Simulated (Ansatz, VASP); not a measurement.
# SnPt: VASP beside Ansatz

Wanted: the spread between two codes on one cell, functional and k mesh. The cell is generated by rule, not measured, and may not be a known phase. The cell is taken from a series of runs on this material, whose earlier steps may have relaxed, scaled, displaced or heated it; both programs get it as it stands.

Program: Ansatz 0.2.0. Level of theory: plane waves, with VASP 6.6.1 beside it; zone-centre phonons at PBEsol. Results are calculated unless marked as measured.

The structure was built from a prototype and need not be the compound's stable phase.

### 1. Starting point

The structure is hexagonal, space group P6_3/mmc (No. 194). The conventional cell has a = 4.343 Å, b = 4.343 Å, c = 5.466 Å, α = 90.00°, β = 90.00°, γ = 120.00°. Nearest to Pt lie 5 Sn at 2.51 to 2.73 Å. Nearest to Sn lie 5 Pt at 2.51 to 2.73 Å. Farther neighbours are not listed.

### 2. Ansatz: zone-centre phonons, PBEsol

Ansatz runs on its default PAW (the set named soft_2) files.

Second derivatives magnify differences that forces hide, and they need a tight electronic threshold.

Contents of input.yaml:

```yaml
crystal:
  lattice:
    - [4.3429148933, 2.891e-06, 0.0]
    - [-2.1714599503, 3.7610731785, 0.0]
    - [0.0, 0.0, 5.4662602816]
  atoms:
    - { symbol: Pt, position: [0.3333333333, 0.6666666667, -0.0624999672] }
    - { symbol: Pt, position: [0.6666666667, 0.3333333333, 0.4375000328] }
    - { symbol: Sn, position: [0.3333333333, 0.6666666667, 0.4374999672] }
    - { symbol: Sn, position: [0.6666666667, 0.3333333333, 0.9374999672] }
kpoints:
  mp_grid: { grid: [12, 12, 6] }
hamiltonian:
  xc: pbesol
scf:
  occupations: { method: methfessel_paxton, width: 0.15 }
output:
  eigenvalues: true
phonons:
  method: dfpt
```

Started as:

```console
$ ansatz run input.yaml --threads 8 --pin off --max-ram 14336MiB --backend cpu --events-out ev --progress --plain --runs-dir out
```

Numbers of over 12 decimals in the logs are rounded to 6 here.

The log of the run:

```text
Engine: ansatz 0.2.0, aarch64-unknown-linux-gnu
Pseudopotentials: kind: paw
Pseudopotential: Pt, paw, valence charge 18, recommended cutoff 420 eV (normal), Pt.paw.azcp
Pseudopotential: Sn, paw, valence charge 14, recommended cutoff 420 eV (normal), Sn.paw.azcp
Functional definition: PBEsol
  exchange = pbesol_x
  correlation = pbesol_c
Crystal: 4 atoms, lattice volume = 89.286 Å³
Basis set: ecut = 420 eV, 1789 PW (Γ), exchange–correlation on 60×60×80 points (8 copies of the dense FFT grid, shifted against one another)
Bands: 39, of which v1, the nominal top of the filled ones, is band 32 counted from 1 (31 counted from 0)
Symmetry: 24 space group operations
k-points: 242 of 864 (irreducible under 2 space group operations, time reversal used)
Non-local potential: Pt, projectors of the file, l = 0: 3, l = 1: 2, l = 2: 2, l = 3: 1
Non-local potential: Sn, projectors of the file, l = 0: 2, l = 1: 2, l = 2: 2, l = 3: 2
PAW form: soft (Blöchl's): semilocal exchange-correlation on the pseudo side does not see the compensation charge
PAW frozen core: Pt, regenerated for the run's functional, and the local potential with it (the file was generated under x = pbe(κ = 0.804, μ = 0.219515), c = pbe(β = 0.066725))
PAW frozen core: Sn, regenerated for the run's functional, and the local potential with it (the file was generated under x = pbe(κ = 0.804, μ = 0.219515), c = pbe(β = 0.066725))
PAW one-centre angular grid: Pt, 590 points (default); XC on 64 Gauss nodes
PAW one-centre angular grid: Sn, 590 points (default); XC on 64 Gauss nodes
Initial density: superposition of atomic densities (neutral atoms: chi_scale 0, normalization atom), corrected by the library's trained network
Initial wavefunctions: pseudopotential atomic-orbital guess
Functional: x = pbesol(κ = 0.804, μ = 0.123457), c = pbesol(β = 0.046)
SCF iter   1: F=—  HF=-36667.546571 eV  |F-HF|=—  |Δ(HF+E_count)|=         —  Δρ=4.49e-3  dr2=1.78e-2  ethr=1.77e-3  ⟨swp⟩=6.8  Hψ=38112  notcnv=0  defer=8
preconditioner: auto → LDOS  [metal: Δε(μ)=0.035 eV  Ē_g=15.492 eV  σ=0.150 eV  W_gap=0.19  n_scr=22 (ndim 8)  ℏωp=27.2 eV  f_vac=0.068  D(μ)=2.20/eV (n_scr^D=20)  β→1.0]
SCF iter   2: F=—  HF=-36667.546198 eV  |F-HF|=—  |Δ(HF+E_count)|=   3.73e-4  S|Δr|=    0.00e0  Δρ=2.65e-3  dr2=4.80e-3  ethr=2.78e-5  ⟨swp⟩=2.0  Hψ=17542  notcnv=0  defer=112
SCF iter   3: F=—  HF=-36667.544154 eV  |F-HF|=—  |Δ(HF+E_count)|=   2.04e-3  S|Δr|=    0.00e0  Δρ=4.05e-4  dr2=1.77e-4  ethr=7.50e-6  ⟨swp⟩=2.0  Hψ=14889  notcnv=0  defer=112
SCF iter   4: F=—  HF=-36667.544151 eV  |F-HF|=—  |Δ(HF+E_count)|=   3.20e-6  S|Δr|=    0.00e0  Δρ=5.61e-5  dr2=4.93e-6  ethr=2.76e-7  ⟨swp⟩=2.0  Hψ=14853  notcnv=0  defer=112
SCF iter   5: F=—  HF=-36667.544151 eV  |F-HF|=—  |Δ(HF+E_count)|=   8.02e-7  S|Δr|=    0.00e0  Δρ=1.20e-5  dr2=1.03e-7  ethr=7.70e-9  ⟨swp⟩=2.0  Hψ=12454  notcnv=0  defer=112
SCF iter   6: F=—  HF=-36667.544151 eV  |F-HF|=—  |Δ(HF+E_count)|=   8.85e-9  S|Δr|=    0.00e0  Δρ=2.08e-6  dr2=2.66e-9  ethr=1.62e-10  ⟨swp⟩=2.2  Hψ=13496  notcnv=0  defer=112
SCF iter   7: F=—  HF=-36667.544151 eV  |F-HF|=—  |Δ(HF+E_count)|=   1.96e-9  S|Δr|=    0.00e0  Δρ=3.70e-7  dr2=1.26e-10  ethr=4.16e-12  ⟨swp⟩=2.0  Hψ=12461  notcnv=0  defer=112
SCF iter   8: F=—  HF=-36667.544151 eV  |F-HF|=—  |Δ(HF+E_count)|=  2.91e-11  S|Δr|=    0.00e0  Δρ=2.11e-7  dr2=4.05e-11  ethr=1.00e-12  ⟨swp⟩=11.6  Hψ=53058  notcnv=0
SCF iter   9: F=-36667.544151 eV  HF=-36667.544151 eV  |F-HF|=7.28e-12  |Δ(HF+E_count)|=  2.18e-11  S|Δr|=    0.00e0  Δρ=2.53e-8  dr2=3.02e-13  ethr=1.00e-12  ⟨swp⟩=5.1  Hψ=43359  notcnv=0
SCF 1 converged in 9 iterations: F = -36667.544151 eV  dr2 = 3.02e-13
  greatest PAW one-centre occupation: 1.000 electrons in one spin orbital (limit 2), on the Pt atom at site 1 (counted from 0), in its partial waves of l = 0
DFPT response loops at Γ: preconditioner auto → Kerker (q_TF=auto, 2.581 Å⁻¹) (partly filled bands, converged f_vac=0.063); β = 1.00, the filter's whole step (`scf.mixing.beta` (0.50) is not read by the response loops under this deck's `scf.mixing.preconditioner`; to damp them name `kerker` or `kerker_dos`, under which they read `scf.mixing.beta`, and type it under 1.00, their step now; both keys bind the ground state too); Broyden in place of MSR1
SCF converged after 9 iterations
Stability not checked: this state was not tested for a lower state beside it, because cold or Methfessel-Paxton smearing, or corrected tetrahedra, fill the levels in a way that the test cannot read (fill_not_monotonic; see scf.lower_state_search)
Free energy (F): -36667.544151 eV
Harris-Foulkes:  -36667.544151 eV  (|F-HF|=7.28e-12)
Internal energy: -36667.543496 eV  (E = F + TS)
E sigma→0 (E₀):  -36667.543988 eV
Entropy (-TS):   -0.000655 eV (-0.164 meV/atom)
Fermi energy:    13.696350 eV
--- Per-component energies (eV) ---
  E_band       = -685.191438
  E_kinetic    = 1664.965345
  E_local      = -6374.892189  (includes V_loc(G=0)·N_el)
  E_nonlocal   = 349.043194
  E_hartree    = 2892.056386
  E_xc         = -1281.760922
  E_vxc        = -802.467065  (∫ρ·V_xc dr)
  E_paw        = -26771.452545  (= ΣΔE_a)
  E_vpaw       = -1305.953895  (= ΣTr[D̂ρ^β])
  E_aug_tail   = 0.000386  (compensation charges beyond the density's cutoff)
  E_ewald      = -7146.646794
  E_core_change = 1.143642  (= ΣΔE_core)
  E_smearing   = -0.000655  (= −TS)
  E_closure    = -0.000000  (closes the sum)
  Σ components = -36667.544151   (vs F -36667.544151, Δ=0.00e0)
--- Band table (eV; the first three rows and the last of 242) ---
  k-point 0: bands = [... 28 lower, 11.1513, 11.1513, 12.7442, 16.0577, 16.0577, 16.9655, 17.4262, 19.4180, ... 3 higher]
  k-point 1: bands = [... 28 lower, 11.1406, 11.1406, 13.9079, 16.2572, 16.2572, 16.9220, 17.1223, 19.4290, ... 3 higher]
  k-point 2: bands = [... 28 lower, 11.0749, 11.0749, 16.0920, 16.8081, 16.8238, 16.8238, 16.8373, 18.6145, ... 3 higher]
  k-point 241: bands = [... 28 lower, 11.2540, 11.2540, 12.0419, 12.0419, 13.7118, 13.7118, 19.6783, 19.6783, ... 3 higher]
--- Phonons (Γ-DFPT): 4 representative perturbations + reference, on 242 of 864 k-points (Σ response iterations 12) ---
  k mesh reduced under 2 symmetry operations, with k and −k counted as one. Each operation leaves every solved perturbation unchanged. A smaller set is not used because it would not reduce the number of displacements times k-points to solve
  ASR residual: 4.036e-5 → 0.000e0 eV/Å²; symmetrization residual: 3.318e-4 eV/Å²
  ASR residual per site (eV/Å²): 4.04e-5 4.04e-5 2.70e-5 2.70e-5
  Γ frequencies (cm⁻¹): -107.64 -29.69 -29.69 0.00 0.00 0.00 97.36 161.93 233.99 233.99 238.16 238.16
  non-analytic LO–TO correction: not included (Born effective charges unavailable; polar crystals: no LO–TO splitting at Γ)
```

[end of part 1 of 2]

[Lines on the potential files, build, host, timing and source positions are cut from VASP's logs without a mark.]

[Logs are printed without paths, hosts, clocks, repeated set-up lines and the standing remarks that a program may print on its own settings, such as how far it seeks lower states.]

[Hosts, paths, dates, database ids (printed as entryN), source tags and the programs' standing remarks are cut or masked in the printed files.]
